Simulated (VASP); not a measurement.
## SrTiO3 (Tausonite): relaxation of cell and atoms with PBEsol

SrTiO3 (Tausonite):

```
Sr Ti O
1.0
     3.90528    0.00000    0.00000
     0.00000    3.90528    0.00000
     0.00000    0.00000    3.90528
Sr Ti O
1 1 3
Direct
  0.50000 0.50000 0.50000
  0.00000 0.00000 0.00000
  0.50000 0.00000 0.00000
  0.00000 0.50000 0.00000
  0.00000 0.00000 0.50000
```

```yaml
Program: VASP 6.6.1
Task: relaxation of cell and atoms
Functional: PBEsol
Potentials_or_basis: VASP PAW PBE potentials, release 64 (Sr_sv, Ti_sv, O)
Cutoff: 600 eV
k_mesh: 8 × 8 × 8
Occupations: gaussian, width 0.03 eV
Spin: no spin polarisation
Further_INCAR_settings: ALGO = Normal; EDIFF = 1e-06; IBRION = 2; EDIFFG = -0.01; NSW = 90; ISIF = 3
```

- Relaxed volume: 11.82 Å³/atom
- Relaxed cell: a = 3.895 Å, b = 3.895 Å, c = 3.895 Å, α = 90.00°, β = 90.00°, γ = 90.00°
- Space group after relaxing (to 0.05 Å): Pm-3m (No. 221)
- Energy gained by relaxing: 0.5 meV/atom
- Ionic steps: 3
- Pressure after relaxing: 0.0 GPa
- Band gap on the k mesh: 1.82 eV, indirect (least direct gap 2.17 eV)

The path:
| step | energy change (eV) | largest force (eV/Å) | pressure (GPa) | volume (Å³) |
| --- | --- | --- | --- | --- |
| 1 | 0.0000 | 0.0000 | -1.52 | 59.56 |
| 2 | 0.0001 | 0.0000 | 1.55 | 58.59 |
| 3 | -0.0023 | 0.0000 | -0.01 | 59.08 |

Final structure:
```
Sr Ti O
1.0
     3.89475    0.00000    0.00000
     0.00000    3.89475    0.00000
     0.00000    0.00000    3.89475
Sr Ti O
1 1 3
Direct
  0.50000 0.50000 0.50000
  0.00000 0.00000 0.00000
  0.50000 0.00000 0.00000
  0.00000 0.50000 0.00000
  0.00000 0.00000 0.50000
```

Levels at points of the mesh, in eV from the valence-band top:
```tsv
k point	band 16	band 17	band 18	band 19	band 20	band 21	band 22	band 23	band 24
(0.00, 0.00, 0.00)	-1.20	-1.20	-0.35	-0.35	-0.35	1.82	1.82	1.82	4.39
(0.50, 0.00, 0.00)	-2.41	-2.41	-2.06	-0.74	-0.74	2.00	3.82	3.82	4.41
(0.50, 0.50, 0.00)	-2.94	-1.74	-1.60	-1.60	-0.10	3.83	3.83	4.28	5.38
(0.50, 0.50, 0.50)	-3.80	-3.80	0.00	0.00	0.00	4.52	4.52	4.52	6.90
```

It took 20 s on 4 MPI ranks on Intel(R) Xeon(R) 6975P-C (Granite Rapids), with other jobs on the host, peak memory 0.23 GiB a rank.

Caveat: the PAW data sets were made with another functional, which shifts forces and pressure a little. A k mesh can miss the band edges.
